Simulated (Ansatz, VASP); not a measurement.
# SiCO4 in two plane-wave programs

Aim: how closely do two programs agree when they are given the same cell, functional and k mesh? Of the first pair: The two relaxations start from unlike cells of this crystal (the structure described is Ansatz's start), so only their ends are compared.

Program: Ansatz 0.2.0. Level of theory: plane waves, with VASP 6.6.1 beside it; relaxation of cell and atoms at PBE and dielectric response at PBE. Results are calculated unless marked as measured.

**1. Starting point**

Symmetry: I-4, No. 82, tetragonal system. Conventional cell: a = 3.821 Å, b = 3.821 Å, c = 6.367 Å, α = 90.00°, β = 90.00°, γ = 90.00°. Nearest to Si lie 4 O at 1.49 Å. Nearest to O lie 1 C at 1.49 Å and 1 Si at 1.49 Å. C has 4 O at 1.49 Å nearest. As first built, before any earlier steps moved the atoms (in the runner's words): half of the C replaced by Si in the I-42d structure of CO2. Farther neighbours and most contacts between anions are not listed.

**2. VASP: relaxation of cell and atoms, PBE**

The relaxed volume is the usual yardstick between codes: in a stiff, nearly cubic crystal its relative difference is about their pressure difference at one cell divided by the bulk modulus.

Lines of VASP's logs that name or quote its potential files are left out, and so is its time.

File INCAR:

```
SYSTEM = SiCO4
PREC = Accurate
ENCUT = 600
EDIFF = 1E-07
NELM = 120
ISMEAR = -1
SIGMA = 0.05
LREAL = .FALSE.
ALGO = Normal
GGA = PE
NBANDS = 22
LORBIT = 11
LWAVE = .FALSE.
LCHARG = .FALSE.
ISIF = 3
IBRION = 2
NSW = 80
EDIFFG = -0.005
LASPH = .TRUE.
GGA_COMPAT = .FALSE.
NELMIN = 4
EFERMI = MIDGAP
KPAR = 2
```

File POSCAR:

```
SiCO4
1.0
   -2.2008535894      2.2008537999      3.3211913683
    2.2008535894     -2.2008537999      3.3211913683
    2.2008537999      2.2008535894     -3.3211913683
Si O C
1 4 1
Direct
    0.7500000000      0.2500000000      0.5000000000
    0.0252523608      0.6626558023      0.9238277753
    0.8985754145      0.9747476392      0.6374034415
    0.7388281841      0.1014247426      0.0761722247
    0.3373444594      0.2611719730      0.3625968202
    0.0000000000      0.0000000000      0.0000000000
```

File KPOINTS:

```
Automatic mesh
0
Gamma
8 8 8
0 0 0
```

The projector-augmented-wave data sets are Si, O and C (PBE family, release 64).

Started as:

```sh
mpirun -np 2 vasp_std
```

Numbers of over 12 decimals in the logs are rounded to 6 here.

Log:

```text
[banner, memory and clock lines left out]
running    2 mpi-ranks, on    1 nodes
 distrk:  each k-point on    1 cores,    2 groups
 distr:  one band on    1 cores,    1 groups

 POSCAR found type information on POSCAR SiO C
 POSCAR found :  3 types and       6 ions
 LDA part: xc-table for (Slater+PW92), standard interpolation
 POSCAR, INCAR and KPOINTS ok, starting setup
 FFT: planning ... GRIDC
 FFT: planning ... GRID_SOFT
 FFT: planning ... GRID
 WAVECAR not read
 entering main loop
       N       E                     dE             d eps       ncg     rms          rms(c)
DAV:   1     0.191024628743E+03    0.19102E+03   -0.19150E+04  3432   0.155E+03
DAV:   2    -0.389538545921E+02   -0.22998E+03   -0.22093E+03  4676   0.320E+02
DAV:   3    -0.495175977755E+02   -0.10564E+02   -0.10520E+02  4368   0.725E+01
DAV:   4    -0.496237178784E+02   -0.10612E+00   -0.10604E+00  4292   0.816E+00
DAV:   5    -0.496254765696E+02   -0.17587E-02   -0.17583E-02  4344   0.104E+00    0.165E+01
DAV:   6    -0.452691237784E+02    0.43564E+01   -0.15827E+01  4206   0.276E+01    0.708E+00
DAV:   7    -0.452907171615E+02   -0.21593E-01   -0.72342E-01  4326   0.593E+00    0.325E+00
DAV:   8    -0.452924237042E+02   -0.17065E-02   -0.61427E-02  4332   0.213E+00    0.752E-01
DAV:   9    -0.452948239503E+02   -0.24002E-02   -0.12484E-02  4368   0.857E-01    0.227E-01
DAV:  10    -0.452953840028E+02   -0.56005E-03   -0.16112E-03  4326   0.293E-01    0.827E-02
DAV:  11    -0.452954264618E+02   -0.42459E-04   -0.22457E-04  4296   0.129E-01    0.253E-02
DAV:  12    -0.452954445258E+02   -0.18064E-04   -0.30613E-05  4344   0.445E-02    0.713E-03
DAV:  13    -0.452954478801E+02   -0.33543E-05   -0.23087E-06  4362   0.121E-02    0.192E-03
DAV:  14    -0.452954480977E+02   -0.21764E-06   -0.22776E-07  3602   0.390E-03    0.108E-03
DAV:  15    -0.452954481345E+02   -0.36802E-07   -0.68337E-08  3114   0.212E-03
   1 F= -.45295448E+02 E0= -.45295448E+02  d E =-.452954E+02
[... from here on, the cycles between the ionic steps are left out ...]
   2 F= -.45295736E+02 E0= -.45295736E+02  d E =-.287713E-03
   3 F= -.45295746E+02 E0= -.45295746E+02  d E =-.297996E-03
   4 F= -.45295927E+02 E0= -.45295927E+02  d E =-.181251E-03
   5 F= -.45296246E+02 E0= -.45296246E+02  d E =-.499800E-03
   6 F= -.45296279E+02 E0= -.45296279E+02  d E =-.532614E-03
   7 F= -.45296442E+02 E0= -.45296442E+02  d E =-.163140E-03
   8 F= -.45296443E+02 E0= -.45296443E+02  d E =-.164605E-03
   9 F= -.45296526E+02 E0= -.45296526E+02  d E =-.826885E-04
  10 F= -.45296590E+02 E0= -.45296590E+02  d E =-.146988E-03
  11 F= -.45296598E+02 E0= -.45296598E+02  d E =-.747329E-05
  12 F= -.45296613E+02 E0= -.45296613E+02  d E =-.225819E-04
 curvature:  -1.77 expect dE=-0.561E-04 dE for cont linesearch -0.392E-07
 trial: gam= 1.78612 g(F)=  0.464E-05 g(S)=  0.271E-04 ort = 0.693E-06 (trialstep = 0.239E+00)
 search vector abs. value=  0.103E-03
 bond charge predicted
       N       E                     dE             d eps       ncg     rms          rms(c)
DAV:   1    -0.452966321869E+02   -0.19181E-04   -0.11056E-03  3456   0.261E-01    0.274E-02
DAV:   2    -0.452966202479E+02    0.11939E-04   -0.46217E-05  4242   0.507E-02    0.723E-03
DAV:   3    -0.452966194650E+02    0.78288E-06   -0.28477E-06  4356   0.120E-02    0.264E-03
DAV:   4    -0.452966192253E+02    0.23964E-06   -0.39839E-07  3794   0.490E-03    0.835E-04
DAV:   5    -0.452966191603E+02    0.65054E-07   -0.51610E-08  2790   0.179E-03
  13 F= -.45296619E+02 E0= -.45296619E+02  d E =-.624033E-05
 trial-energy change:   -0.000006  1 .order   -0.000006   -0.000008   -0.000005
 step:   0.6640(harm=  0.6640)  dis= 0.00043  next Energy=   -45.296624 (dE=-0.110E-04)
 reached required accuracy - stopping structural energy minimisation
```

From OUTCAR (step 2):

```text
ion  position               nearest neighbor table
   1  0.750  0.250  0.500-   5 1.64   2 1.64   3 1.64   4 1.64
   2  0.025  0.663  0.924-   6 1.39   1 1.64
   3  0.899  0.975  0.637-   6 1.39   1 1.64
   4  0.739  0.101  0.076-   6 1.39   1 1.64
   5  0.337  0.261  0.363-   6 1.39   1 1.64
   6  0.000  0.000  0.000-   4 1.39   2 1.39   3 1.39   5 1.39

  LATTYP: Found a body centered tetragonal cell.
 ALAT       =     4.4017073893
 C/A-ratio  =     1.5090468650

 Subroutine GETGRP returns: Found  4 space group operations
 (whereof  4 operations were pure point group operations)

The static configuration has the point symmetry S_4 .

 Found     78 irreducible k-points:

   k-points           NKPTS =     78   k-points in BZ     NKDIM =     78   number of bands    NBANDS=     22

   dimension x,y,z NGX =    36 NGY =   36 NGZ =   36
   dimension x,y,z NGXF=    72 NGYF=   72 NGZF=   72

   ENCUT  =  600.0 eV  44.10 Ry    6.64 a.u.   9.09  9.09  9.09*2*pi/ulx,y,z

   NELECT =      32.0000    total number of electrons

 k-points in reciprocal lattice and weights: Automatic mesh
   0.00000000  0.00000000  0.00000000       0.002
   0.12500000  0.00000000  0.00000000       0.016
   0.25000000  0.00000000  0.00000000       0.016
   0.37500000  0.00000000  0.00000000       0.016
   0.50000000  0.00000000  0.00000000       0.008
   0.12500000  0.12500000  0.00000000       0.016
   0.25000000  0.12500000  0.00000000       0.016
  -0.12500000 -0.25000000  0.00000000       0.016
   0.37500000  0.12500000 -0.00000000       0.016
[...]
-0.37500000 -0.37500000  0.37500000       0.004
   0.50000000  0.50000000  0.50000000       0.002

 average (electrostatic) potential at core
       1 -87.1073       2 -73.0697       3 -73.0697       4 -73.0697       5 -73.0697
       6 -56.1413

 E-fermi :   4.3267

 k-point     1 :       0.0000    0.0000    0.0000
  band No.  band energies     occupation
    ...
     12      -0.2642      2.00000
     13      -0.2642      2.00000
     14      -0.0811      2.00000
     15       0.5948      2.00000
     16       0.5948      2.00000
     17       7.7765      0.00000
     18       9.2187      0.00000
     19      11.0303      0.00000
     20      11.0303      0.00000
     21      12.3856      0.00000
    ...

 k-point     2 :       0.1250    0.0000    0.0000
  band No.  band energies     occupation
    ...
     12      -0.4632      2.00000
     13      -0.2766      2.00000
     14      -0.1356      2.00000
     15       0.5775      2.00000
     16       0.6324      2.00000
     17       8.0613      0.00000
     18       9.3447      0.00000
     19      10.8598      0.00000
     20      10.9902      0.00000
     21      12.3065      0.00000
    ...

 k-point     3 :       0.2500    0.0000    0.0000
  band No.  band energies     occupation
    ...
     12      -0.6267      2.00000
     13      -0.2615      2.00000
     14      -0.1296      2.00000
     15       0.5356      2.00000
     16       0.7256      2.00000
     17       8.6675      0.00000
     18       9.6052      0.00000
     19      10.6255      0.00000
     20      10.9584      0.00000
     21      12.0818      0.00000
    ...

  Total        0.0209380      0.0209380      0.0194861      0.0000004      0.0000000      0.0000000
  in kB        0.5187547      0.5187547      0.4827826      0.0000091      0.0000000      0.0000000
  external PRESSURE =       0.5067640 kB  Pullay stress =       0.0000000 kB

  energy-cutoff  :      600.00
  volume of cell :       64.67
      direct lattice vectors                 reciprocal lattice vectors
    -2.212890195  2.212890585  3.301450052     0.000000020  0.225948832  0.151448604
     2.212890195 -2.212890585  3.301450052     0.225948832 -0.000000020  0.151448604
     2.212890585  2.212890195 -3.301450052     0.225948852  0.225948813  0.000000000

 POSITION                                       TOTAL-FORCE (eV/Angst)
 -----------------------------------------------------------------------------------
      0.00000      2.21289      1.65073         0.000000     -0.000000     -0.000000
      3.45570      0.62627     -0.78151        -0.000939      0.002128      0.002334
      1.58662      1.24281      4.08296        -0.002128     -0.000939     -0.002334
     -1.24281      1.58662      2.51994         0.000939     -0.002128      0.002334
      0.62627      0.97008      0.78151         0.002128      0.000939     -0.002334
     -0.00000      0.00000      0.00000         0.000000     -0.000000     -0.000000
 -----------------------------------------------------------------------------------
    total drift:                               -0.000144     -0.001265     -0.001037

  FREE ENERGIE OF THE ION-ELECTRON SYSTEM (eV)
  ---------------------------------------------------
  free  energy   TOTEN  =       -45.2966191603 eV

  energy  without entropy=      -45.2966191603  energy(sigma->0) =      -45.29661916

 reached required accuracy - stopping structural energy minimisation

 total charge
# of ion       s       p       d       tot
------------------------------------------
    1        0.646   0.964   0.000   1.611
    2        1.552   3.656   0.000   5.209
    3        1.552   3.656   0.000   5.209
    4        1.552   3.656   0.000   5.209
    5        1.552   3.656   0.000   5.209
    6        0.783   1.558   0.000   2.341
--------------------------------------------------
tot          7.638  17.147   0.000  24.786

[... 3 further parts left out ...]
```

CONTCAR:

```
SiCO4
   1.00000000000000
    -2.2128901945868185    2.2128905847862304    3.3014500519889474
     2.2128901945868185   -2.2128905847862304    3.3014500519889474
     2.2128905847862304    2.2128901945868185   -3.3014500519889474
  Si              O               C
     1     4     1
Direct
     0.7500000000000000    0.2500000000000000    0.5000000000000000
     0.0231477508341237    0.6624538464057588    0.9223180851457236
     0.8991703343116069    0.9768522491658762    0.6393060955716351
     0.7401359183600325    0.1008298227883972    0.0776819148542766
     0.3375464152942435    0.2598642387399717    0.3606941661283601
     0.0000000000000000    0.0000000000000000    0.0000000000000000
```

The run keeps the 4 symmetry operations of its start, so it cannot find a distortion of lower symmetry.

**3. Ansatz: relaxation of cell and atoms, PBE**

Ansatz runs on its default PAW (the set named soft_2) files.

Its own start cell and the same functional, mesh and smearing now go to Ansatz, which takes its cutoff from its data sets.

File input.yaml:

```yaml
crystal:
  lattice:
    - [-1.9103732, 1.9103732, 3.18327404]
    - [1.9103732, -1.9103732, 3.18327404]
    - [1.9103732, 1.9103732, -3.18327404]
  atoms:
    - { symbol: Si, position: [0.75, 0.25, 0.5] }
    - { symbol: O, position: [0.089, 0.625, 0.964] }
    - { symbol: O, position: [0.875, 0.911, 0.536] }
    - { symbol: O, position: [0.661, 0.125, 0.036] }
    - { symbol: O, position: [0.375, 0.339, 0.464] }
    - { symbol: C, position: [0.0, 0.0, 0.0] }
kpoints:
  mp_grid: { grid: [8, 8, 8] }
scf:
  occupations: { method: fermi_dirac, width: 0.05 }
hamiltonian:
  xc: pbe
  pseudopotentials: { kind: paw }
output:
  forces: true
  stress: true
relax:
  f_tol: 0.02
  max_steps: 50
  cell: {}
```

Started as:

```sh
ansatz run input.yaml --threads 2 --pin off --max-ram 5120MiB --backend cpu --events-out ev --progress --plain --runs-dir out
```

Log:

```text
Engine: ansatz 0.2.0, x86_64-unknown-linux-gnu
Pseudopotentials: kind: paw
Pseudopotential: Si, paw, valence charge 4, recommended cutoff 420 eV (normal), Si.paw.azcp
Pseudopotential: O, paw, valence charge 6, recommended cutoff 420 eV (normal), O.paw.azcp
Pseudopotential: C, paw, valence charge 4, recommended cutoff 420 eV (normal), C.paw.azcp
Functional definition: PBE
  parameter kappa = 0.804
  parameter beta = 0.066725
  exchange = pbe_x(kappa = kappa, mu = beta*pi^2/3)
  correlation = pbe_c(beta = beta)
Crystal: 6 atoms, lattice volume = 46.470 Å³
Basis set: ecut = 420 eV, 903 PW (Γ), exchange–correlation on 60×60×60 points (8 copies of the dense FFT grid, shifted against one another)
Bands: 22, of which v1, the nominal top of the filled ones, is band 16 counted from 1 (15 counted from 0)
Symmetry: 4 space group operations
Space group: I-4 (ITA 82), of the structure as read, at distance tolerance 3.6e-5 Å
k-points: 78 of 512 (time reversal used)
Non-local potential: Si, projectors of the file, l = 0: 2, l = 1: 2, l = 2: 2
Non-local potential: O, projectors of the file, l = 0: 2, l = 1: 2, l = 2: 1
Non-local potential: C, projectors of the file, l = 0: 2, l = 1: 2, l = 2: 1
PAW form: soft (Blöchl's): semilocal exchange-correlation on the pseudo side does not see the compensation charge
PAW one-centre angular grid: Si, 110 points (default); XC on 64 Gauss nodes
PAW one-centre angular grid: O, 110 points (default); XC on 64 Gauss nodes
PAW one-centre angular grid: C, 110 points (default); XC on 64 Gauss nodes
Initial density: superposition of atomic densities (neutral atoms: chi_scale 0, normalization atom), corrected by the library's trained network
Initial wavefunctions: pseudopotential atomic-orbital guess
Functional: x = pbe(κ = 0.804, μ = 0.219515), c = pbe(β = 0.066725)
SCF iter   1: F=—  HF=-3152.980352 eV  |F-HF|=—  |Δ(HF+E_count)|=         —  Δρ=6.89e-3  dr2=8.74e-3  ethr=1.77e-3  ⟨swp⟩=6.2  Hψ=9684  notcnv=0
preconditioner: auto → none  [insulator: Δε(μ)=6.820 eV  Ē_g=17.958 eV  σ=0.050 eV  W_gap=1.00  n_scr=14 (ndim 8)  ℏωp=30.8 eV  f_vac=0.000  D(μ)=0.00/eV (n_scr^D=0)  ε∞_Penn≈3.9]
SCF iter   2: F=—  HF=-3152.980942 eV  |F-HF|=—  |Δ(HF+E_count)|=   5.90e-4  Δρ=3.35e-3  dr2=1.73e-3  ethr=2.73e-5  ⟨swp⟩=2.3  Hψ=3320  notcnv=0
SCF iter   3: F=—  HF=-3152.981224 eV  |F-HF|=—  |Δ(HF+E_count)|=   2.82e-4  Δρ=8.33e-4  dr2=1.64e-4  ethr=5.42e-6  ⟨swp⟩=2.6  Hψ=2973  notcnv=0
SCF iter   4: F=—  HF=-3152.981223 eV  |F-HF|=—  |Δ(HF+E_count)|=   8.70e-7  Δρ=1.88e-4  dr2=9.72e-6  ethr=5.12e-7  ⟨swp⟩=2.1  Hψ=2426  notcnv=0
SCF iter   5: F=—  HF=-3152.981218 eV  |F-HF|=—  |Δ(HF+E_count)|=   5.07e-6  Δρ=2.58e-5  dr2=1.12e-7  ethr=3.04e-8  ⟨swp⟩=2.0  Hψ=2495  notcnv=0
SCF iter   6: F=-3152.981218 eV  HF=-3152.981218 eV  |F-HF|=9.22e-9  |Δ(HF+E_count)|=   2.49e-7  Δρ=6.58e-6  dr2=1.81e-8  ethr=3.13e-10  ⟨swp⟩=4.1  Hψ=5784  notcnv=0
SCF 1 converged in 6 iterations: F = -3152.981218 eV  dr2 = 1.81e-8
  greatest PAW one-centre occupation: 0.877 electrons in one spin orbital (limit 2), on the O atom at site 4 (counted from 0), in its partial waves of l = 0
relax step   1: F+E_penalty+E_count = -3152.98121826 eV  Δ(F+E_penalty+E_count) = +0.000e0 eV  max|allowed force component| = 7.409e0 eV/Å  Δτ_max = 0.0000 Å  P = +55.025 GPa  Ω = 46.470 Å³  (6 SCF iters, dr2 threshold 1.00e-7 eV, accepted)
[...]
relax step  16: F+E_penalty+E_count = -3157.38025548 eV  Δ(F+E_penalty+E_count) = -1.827e-4 eV  max|allowed force component| = 6.659e-3 eV/Å  Δτ_max = 0.0082 Å  P = +0.020 GPa  Ω = 64.641 Å³  energy of the carried Pulay correction = -2.073e-3 eV  (5 SCF iters, dr2 threshold 6.00e-7 eV, accepted)
[...]
relax step  17: F+E_penalty+E_count = -3157.38250771 eV  Δ(F+E_penalty+E_count) = -2.252e-3 eV  max|allowed force component| = 6.891e-3 eV/Å  Δτ_max = 0.0000 Å  P = +0.033 GPa  Ω = 64.641 Å³  stress off target by 9.35e-2 GPa  SCF on the basis re-selected at this cell (its energy is not comparable with the rows above)  (6 SCF iters)
[...]
relax step  18: F+E_penalty+E_count = -3157.38213348 eV  Δ(F+E_penalty+E_count) = +3.742e-4 eV  max|allowed force component| = 2.886e-4 eV/Å  Δτ_max = 0.0028 Å  P = +0.002 GPa  Ω = 64.755 Å³  energy of the carried Pulay correction = -5.189e-4 eV  (5 SCF iters, dr2 threshold 2.19e-8 eV, accepted)
[...]
relax step  19: F+E_penalty+E_count = -3157.38274650 eV  Δ(F+E_penalty+E_count) = -6.130e-4 eV  max|allowed force component| = 2.852e-4 eV/Å  Δτ_max = 0.0000 Å  P = +0.005 GPa  Ω = 64.755 Å³  stress off target by 2.03e-2 GPa  SCF on the basis re-selected at this cell (its energy is not comparable with the rows above)  (5 SCF iters)
basis re-selected at this cell: Δ(F+E_penalty+E_count) = -6.130e-4 eV, ΔP = +0.003 GPa vs the last step (what re-selecting the basis moved, of the pressure what is left beyond the Pulay correction that the steps carried, after the strain that the cell walked since its last selection, with what the two solves' SCF thresholds leave and, on support functions, any second-order correction that the steps lacked; it is no m [...]
SCF converged after 5 iterations
Free energy (F): -3157.382746 eV
Harris-Foulkes:  -3157.382746 eV  (|F-HF|=4.68e-11)
Internal energy: -3157.382746 eV  (E = F + TS)
E sigma→0 (E₀):  -3157.382746 eV
Fermi energy:    6.285762 eV
--- Per-component energies (eV) ---
  E_band       = -152.078608
  E_kinetic    = 842.017407
  E_local      = -2093.451481  (includes V_loc(G=0)·N_el)
  E_nonlocal   = 242.029852
  E_hartree    = 747.220303
  E_xc         = -397.509785
  E_vxc        = -481.989893  (∫ρ·V_xc dr)
  E_paw        = -1246.987074  (= ΣΔE_a)
  E_vpaw       = -155.135331  (= ΣTr[D̂ρ^β])
  E_aug_tail   = 0.010221  (compensation charges beyond the density's cutoff)
  E_ewald      = -1250.712189
  E_smearing   = -0.000000  (= −TS)
  E_closure    = 0.000000  (closes the sum)
  Σ components = -3157.382746   (vs F -3157.382746, Δ=0.00e0)
--- Forces (eV/Å), atoms counted from 1 ---
  atom   1  Si    -0.00000000     0.00000000     0.00000000
  atom   2  O     -0.00028525     0.00016393     0.00009649
  atom   3  O     -0.00016393    -0.00028525    -0.00009649
  atom   4  O      0.00028525    -0.00016393     0.00009649
  atom   5  O      0.00016393     0.00028525    -0.00009649
  atom   6  C      0.00000000     0.00000000     0.00000000
  max |Σ_I F_I| component: 1.14e-16 eV/Å
--- Stress (GPa, compression-positive) ---
        0.017619       0.000008       0.000000
       -0.000008       0.017619       0.000000
        0.000000       0.000000      -0.020348
  P = ⅓ Tr σ = 0.0050 GPa (0.050 kbar)
--- Relaxed structure (15 steps of the walk, 14 accepted, 4 SCFs on fresh bases) ---
  F+E_penalty+E_count = -3157.38274650 eV   max|allowed force component| = 2.852e-4 eV/Å   (the final SCF, on the basis selected at the relaxed cell)
  cell:  # Å, volume = 64.7548 Å³
    - [-2.214568, 2.214568, 3.300913]
    - [2.214568, -2.214568, 3.300913]
    - [2.214568, 2.214568, -3.300913]
  atoms:
    - { symbol: Si, position: [0.75, 0.250000, 0.5] }
    - { symbol: O, position: [0.022457, 0.662749, 0.921731] }
    - { symbol: O, position: [0.899274, 0.977543, 0.640292] }
    - { symbol: O, position: [0.741019, 0.100726, 0.078269] }
    - { symbol: O, position: [0.337251, 0.258981, 0.359708] }
    - { symbol: C, position: [-1.4387708855579188e-18, -3.4419836828479226e-19, -1.1134903247550288e-18] }
```

In the SCF lines HF is the Harris–Foulkes energy and dr2 the Hartree energy of the density residual, in eV; the loop may stop once dr2 is under the threshold and the program's other checks hold. Hψ counts applications of the Hamiltonian.

**4. Side by side**

Known differences besides the potentials themselves: the cutoff is 420 eV in Ansatz and 600 eV in VASP; Ansatz adds a Pulay correction to the stress that steers its cell, VASP none. Total energies have different zeros and are not compared.

Compared:

```csv
quantity,Ansatz,VASP,difference
volume (Å³),64.75,64.67,+0.14 %
"edge a after relaxation, in the typed setting (Å)",4.550,4.549,+0.03 %
```

(Part 1 of 2 ends here.)

[Lines on the potential files, build, host, timing and source positions are cut from VASP's logs without a mark.]

[Logs are printed without paths, hosts, clocks, repeated set-up lines and the standing remarks that a program may print on its own settings, such as how far it seeks lower states.]

[Hosts, paths, dates, database ids (printed as entryN), source tags and the programs' standing remarks are cut or masked in the printed files.]
